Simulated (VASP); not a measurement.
# ZnRe2 (Fm-3m) in VASP: relaxation of cell and atoms with PBE

Aim: the relaxation of cell and atoms of ZnRe2 with PBE.

All numbers are computed with VASP 6.6.1; they aren't measurements. Logs are shortened: lines on timing, memory, paths and dates and some standing lists are left out, and cuts for length are marked.

## Step 1: The structure

It takes space group Fm-3m (No. 225, cubic). The conventional cell has a = 5.791 Å, b = 5.791 Å, c = 5.791 Å, α = 90.00°, β = 90.00°, γ = 90.00°. Zn (site symmetry m-3m) is surrounded by 8 Re at 2.51 Å. Re (site symmetry -43m) is surrounded by 4 Zn at 2.51 Å.

The cell was built by a generator and needn't be a form met in nature.

## Step 2: Relaxation of cell and atoms, PBE

The input, INCAR:

```
SYSTEM = ZnRe2
  PREC = Accurate
  ENCUT = 600
  EDIFF = 1E-6
  ISMEAR = 1
  SIGMA = 0.2
  LREAL = .FALSE.
  LASPH = .TRUE.
  NELM = 100
  ALGO = Normal
  ISIF = 3
  LWAVE = .FALSE.
  LCHARG = .FALSE.
  GGA = PE
  IBRION = 2
  NSW = 40
  EDIFFG = -0.02
```

The input, KPOINTS:

```
Automatic mesh
0
G
  8 8 8
  0 0 0
```

The input, POSCAR:

```
ZnRe2
1.0
    0.0000000000      2.8955600000      2.8955600000
    2.8955600000      0.0000000000      2.8955600000
    2.8955600000      2.8955600000      0.0000000000
Zn Re
1 2
Direct
    0.0000000000      0.0000000000      0.0000000000
    0.7500000000      0.7500000000      0.7500000000
    0.2500000000      0.2500000000      0.2500000000
```

Potentials or basis: VASP PAW PBE potentials, release 64 (Zn, Re).

Command:

```
cat potpaw_PBE.64/Zn/POTCAR potpaw_PBE.64/Re/POTCAR > POTCAR
mpirun -np 1 vasp_std > vasp.out
```

OUTCAR:

```text
SYSTEM = ZnRe2
   PREC = Accurate
   ENCUT = 600
   EDIFF = 1E-6
   ISMEAR = 1
   LREAL = .FALSE.
   LASPH = .TRUE.
   NELM = 100
   ISIF = 3
   GGA = PE
   IBRION = 2
   NSW = 40
   EDIFFG = -0.02

 ion  position               nearest neighbor table
   1  0.000  0.000  0.000-   2 2.51   3 2.51   2 2.51   2 2.51   2 2.51   3 2.51   3 2.51   3 2.51

   2  0.750  0.750  0.750-   1 2.51   1 2.51   1 2.51   1 2.51   3 2.90   3 2.90   3 2.90   3 2.90
                             3 2.90   3 2.90
   3  0.250  0.250  0.250-   1 2.51   1 2.51   1 2.51   1 2.51   2 2.90   2 2.90   2 2.90   2 2.90
                             2 2.90   2 2.90

  LATTYP: Found a face centered cubic cell.
 ALAT       =     5.7911200000

  Lattice vectors:

 A1 = (   0.0000000000,   2.8955600000,   2.8955600000)
 A2 = (   2.8955600000,   0.0000000000,   2.8955600000)
 A3 = (   2.8955600000,   2.8955600000,   0.0000000000)

Analysis of symmetry for initial positions (statically):
=====================================================================
 Subroutine PRICEL returns:
 Original cell was already a primitive cell.

 Routine SETGRP: Setting up the symmetry group for a
 face centered cubic supercell.

 Subroutine GETGRP returns: Found 48 space group operations
 (whereof 48 operations were pure point group operations)
 out of a pool of 48 trial point group operations.

The static configuration has the point symmetry O_h .

Analysis of symmetry for dynamics (positions and initial velocities):
=====================================================================
 Subroutine PRICEL returns:
 Original cell was already a primitive cell.

 Routine SETGRP: Setting up the symmetry group for a
 face centered cubic supercell.

 Subroutine GETGRP returns: Found 48 space group operations
 (whereof 48 operations were pure point group operations)
 out of a pool of 48 trial point group operations.

The dynamic configuration has the point symmetry O_h .

 Subroutine INISYM returns: Found 48 space group operations
 (whereof 48 operations are pure point group operations),
 and found     1 'primitive' translations

----------------------------------------------------------------------------------------

                                     Primitive cell

  volume of cell :      48.5543

  direct lattice vectors                    reciprocal lattice vectors
     0.000000000  2.895560000  2.895560000    -0.172678169  0.172678169  0.172678169
     2.895560000  0.000000000  2.895560000     0.172678169 -0.172678169  0.172678169
     2.895560000  2.895560000  0.000000000     0.172678169  0.172678169 -0.172678169

  length of vectors
     4.094940223  4.094940223  4.094940223     0.299087363  0.299087363  0.299087363

  position of ions in fractional coordinates (direct lattice)
     0.000000000  0.000000000  0.000000000
     0.750000000  0.750000000  0.750000000
     0.250000000  0.250000000  0.250000000

  ion indices of the primitive-cell ions
   primitive index   ion index
                 1           1
                 2           2
                 3           3

----------------------------------------------------------------------------------------

 KPOINTS: Automatic mesh

Automatic generation of k-mesh.
 Grid dimensions read from file:
 generate k-points for:    8    8    8

 Generating k-lattice:

  Cartesian coordinates                     Fractional coordinates (reciprocal lattice)
    -0.021584771  0.021584771  0.021584771     0.125000000  0.000000000  0.000000000
     0.021584771 -0.021584771  0.021584771     0.000000000  0.125000000  0.000000000
     0.021584771  0.021584771 -0.021584771     0.000000000  0.000000000  0.125000000

  Length of vectors
     0.037385920  0.037385920  0.037385920

  Shift w.r.t. Gamma in fractional coordinates (k-lattice)
     0.000000000  0.000000000  0.000000000

 Subroutine IBZKPT returns following result:
 ===========================================

 Found     29 irreducible k-points:

 Following reciprocal coordinates:
            Coordinates               Weight
  0.000000  0.000000  0.000000      1.000000
  0.125000  0.000000  0.000000      8.000000
  0.250000  0.000000  0.000000      8.000000
  0.375000  0.000000  0.000000      8.000000
  0.500000  0.000000  0.000000      4.000000
  0.125000  0.125000  0.000000      6.000000
[... 16 lines left out ...]
  0.500000  0.250000  0.125000     48.000000
 -0.375000  0.250000  0.125000     24.000000
 [... further k-points ...]
   k-points           NKPTS =     29   k-points in BZ     NKDIM =     29   number of bands    NBANDS=     17
   number of dos      NEDOS =    301   number of ions     NIONS =      3
   total plane-waves  NPLWV =  46656
   dimension x,y,z NGX =    36 NGY =   36 NGZ =   36
   dimension x,y,z NGXF=    72 NGYF=   72 NGZF=   72
   ions per type =               1   2
   NGX,Y,Z   is equivalent  to a cutoff of  14.62, 14.62, 14.62 a.u.
   NGXF,Y,Z  is equivalent  to a cutoff of  29.23, 29.23, 29.23 a.u.
 SYSTEM =  ZnRe2
   PREC   = accura    normal or accurate (medium, high low for compatibility)
   ISTART =      0    job   : 0-new  1-cont  2-samecut
   ICHARG =      2    charge: 1-file 2-atom 10-const
   ISPIN  =      1    spin polarized calculation?
   LNONCOLLINEAR =      F non collinear calculations
   LSORBIT =      F    spin-orbit coupling
   LASPH  =      T    aspherical Exc in radial PAW
   ENCUT  =  600.0 eV  44.10 Ry    6.64 a.u.   8.18  8.18  8.18*2*pi/ulx,y,z
   NELM   =    100;   NELMIN=  2; NELMDL= -5     # of ELM steps
   EDIFF  = 0.1E-05   stopping-criterion for ELM
   LREAL  =      F    real-space projection
   EDIFFG = -.2E-01   stopping-criterion for IOM
   NSW    =     40    number of steps for IOM
   IBRION =      2    ionic relax: 0-MD 1-quasi-New 2-CG
   NFREE  =      1    steps in history (QN), initial steepest desc. (CG)
   ISIF   =      3    stress and relaxation
   ISYM   =      2    0-nonsym 1-usesym 2-fastsym
   POTIM  = 0.5000    time-step for ionic-motion
   TEBEG  =    0.0;   TEEND  =   0.0 temperature during run
   PSTRESS=    0.0 pullay stress
   NELECT =      26.0000    total number of electrons
   NUPDOWN=      -1.0000    fix difference up-down
   EMIN   =  10.00;   EMAX   =-10.00  energy-range for DOS
   EFERMI =   0.00;   METHOD = LEGACY
   ISMEAR =     1;   SIGMA  =   0.20  broadening in eV -4-tet -1-fermi 0-gaus
   EFERMI_NEDOS =   21; number of points for ismear=-14 and -15
   IALGO  =     38    algorithm
   IMIX   =      4    mixing-type and parameters
     AMIX     =   0.40;   BMIX     =  1.00
     AMIX_MAG =   1.60;   BMIX_MAG =  1.00
  volume/ion in A,a.u.               =      16.18       109.22
  Fermi-wavevector in a.u.,A,eV,Ry     =   1.329403  2.512208 24.045751  1.767313
  Thomas-Fermi vector in A             =   2.458568
   LORBIT       =      0    0 simple, 1 ext, 2 COOP (PROOUT), +10 PAW based schemes
   GGA     = PE    functional components
   LHFCALC =     F    Hartree Fock is set to
   AEXX    =    0.0000 exact exchange contribution
   IVDW    =     0    specifies the selected vdW correction
   LEPSILON=     F    determine dielectric tensor
   LRPA    =     F    only Hartree local field effects (RPA)
 conjugate gradient relaxation of ions
 non-spin polarized calculation
 Methfessel and Paxton  Order N= 1 SIGMA  =   0.20
  energy-cutoff  :      600.00
  volume of cell :       48.55
 maximum number of plane-waves:      1639
 NGX is ok and might be reduce to    36
   NGX = 17   NGY = 17   NGZ = 17

 number of electron      25.9999999 magnetization

 Free energy of the ion-electron system (eV)
  ---------------------------------------------------
  ext. energy  EPLUGINS =         0.00000000
  ---------------------------------------------------
  free energy    TOTEN  =       -22.05268884 eV

  energy without entropy =      -22.05096342  energy(sigma->0) =      -22.05211370

 E-fermi :   5.2885     XC(G=0): -12.4624

 val. band max:        5.2870482462   @ k =  -0.3750   0.3750   0.0000
 cond. band min:       5.3165621405   @ k =   0.5000   0.2500   0.1250
 fundamental gap:      0.0295138943
 Fermi energy:         5.2884549736

 k-point     1 :       0.0000    0.0000    0.0000
  band No.  band energies     occupation
      1      -4.3082      2.00000
      2      -2.5637      2.00000
      3      -2.5637      2.00000
      4      -2.4300      2.00000
      5      -2.4300      2.00000
      6      -2.4300      2.00000
[... 9 lines left out ...]
     16       8.8321     -0.00000
     17      11.0944      0.00000

 k-point     2 :       0.1250    0.0000    0.0000
  band No.  band energies     occupation
      1      -4.0462      2.00000
      2      -2.5335      2.00000
      3      -2.5335      2.00000
      4      -2.4590      2.00000
      5      -2.4422      2.00000
      6      -2.4422      2.00000
[... 9 lines left out ...]
     16       8.1077     -0.00000
     17      10.8935      0.00000

 k-point     3 :       0.2500    0.0000    0.0000
  band No.  band energies     occupation
      1      -3.3241      2.00000
      2      -2.4918      2.00000
      3      -2.4712      2.00000
      4      -2.4712      2.00000
      5      -2.4616      2.00000
      6      -2.4616      2.00000
[... 9 lines left out ...]
     16       6.7466     -0.00000
     17       8.3002     -0.00000

 k-point     4 :       0.3750    0.0000    0.0000
  band No.  band energies     occupation
      1      -2.7102      2.00000
      2      -2.4998      2.00000
      3      -2.4998      2.00000
      4      -2.3909      2.00000
      5      -2.3909      2.00000
      6      -2.0953      2.00000
[... 9 lines left out ...]
     16       5.5470     -0.06962
     17       6.2710     -0.00000
[... 343 lines left out ...]
      1      -2.8422      2.00000
      2      -2.5699      2.00000
      3      -2.4868      2.00000
      4      -2.4836      2.00000
      5      -2.3804      2.00000
      6      -2.3745      2.00000
[... 9 lines left out ...]
     16       6.9458     -0.00000
     17       9.6569      0.00000

 k-point    23 :       0.5000    0.2500    0.1250
  band No.  band energies     occupation
      1      -2.6697      2.00000
      2      -2.6077      2.00000
      3      -2.5043      2.00000
      4      -2.4247      2.00000
      5      -2.3292      2.00000
      6      -1.6939      2.00000
[... 9 lines left out ...]
     16       6.3621     -0.00000
     17       7.6317     -0.00000

 k-point    24 :      -0.3750    0.2500    0.1250
  band No.  band energies     occupation
      1      -2.6745      2.00000
      2      -2.6202      2.00000
      3      -2.5121      2.00000
      4      -2.3960      2.00000
      5      -2.3132      2.00000
      6      -1.1660      2.00000
[... 9 lines left out ...]
     16       5.8735     -0.00028
     17       6.2144     -0.00000

 [... further k-points ...]

------------------------ aborting loop because EDIFF is reached ----------------------------------------

  FORCE on cell =-STRESS in cart. coord.  units (eV):
  Direction    XX          YY          ZZ          XY          YZ          ZX
  --------------------------------------------------------------------------------------
  -------------------------------------------------------------------------------------
  Total        0.0544955      0.0544955      0.0544955      0.0000000     -0.0000000      0.0000000
  in kB        1.7982244      1.7982244      1.7982244      0.0000000     -0.0000000      0.0000000
  external PRESSURE =       1.7982244 kB  Pullay stress =       0.0000000 kB

 VOLUME and BASIS-vectors are now :
 -----------------------------------------------------------------------------
  energy-cutoff  :      600.00
  volume of cell :       48.55
      direct lattice vectors                 reciprocal lattice vectors
     0.000000000  2.895560000  2.895560000    -0.172678169  0.172678169  0.172678169
     2.895560000  0.000000000  2.895560000     0.172678169 -0.172678169  0.172678169
     2.895560000  2.895560000  0.000000000     0.172678169  0.172678169 -0.172678169

 POSITION                                       TOTAL-FORCE (eV/Angst)
 -----------------------------------------------------------------------------------
      0.00000      0.00000      0.00000         0.000000     -0.000000     -0.000000
      4.34334      4.34334      4.34334        -0.000000     -0.000000     -0.000000
      1.44778      1.44778      1.44778         0.000000      0.000000      0.000000
 -----------------------------------------------------------------------------------
    total drift:                               -0.000000      0.000000      0.000000

  FREE ENERGIE OF THE ION-ELECTRON SYSTEM (eV)
  ---------------------------------------------------
  free  energy   TOTEN  =       -22.0526888448 eV

  energy  without entropy=      -22.0509634211  energy(sigma->0) =      -22.05211370

 reached required accuracy - stopping structural energy minimisation
```

It took 27 s on 1 thread of Intel Xeon Platinum 8488C (Sapphire Rapids), shared host; peak memory 0.21 GiB.

What came out:

```yaml
Free_energy: -22.0527 eV
Pressure_after_relaxing: 0.2 GPa
Band_gap_on_the_k_mesh: none (metal or under the smearing width)
```

Final structure:
```
Zn Re
1.0
     0.00000    2.89556    2.89556
     2.89556    0.00000    2.89556
     2.89556    2.89556    0.00000
Zn Re
1 2
Direct
  0.00000 0.00000 0.00000
  0.75000 0.75000 0.75000
  0.25000 0.25000 0.25000
```

Levels at points of the mesh, in eV from the Fermi level:
```csv
k point,band 9,band 10,band 11,band 12,band 13,band 14,band 15,band 16,band 17
"(0.00, 0.00, 0.00)",-4.29,-3.30,-3.30,1.79,1.79,1.79,3.54,3.54,5.81
"(0.50, 0.00, 0.00)",-2.81,-1.49,-1.49,-0.75,-0.75,-0.73,-0.23,-0.23,0.20
"(0.50, 0.50, 0.00)",-2.67,-2.08,-1.17,-1.17,0.27,0.27,1.34,1.34,1.82
```

Caveat: the relaxation stopped at its first step, so nothing moved.
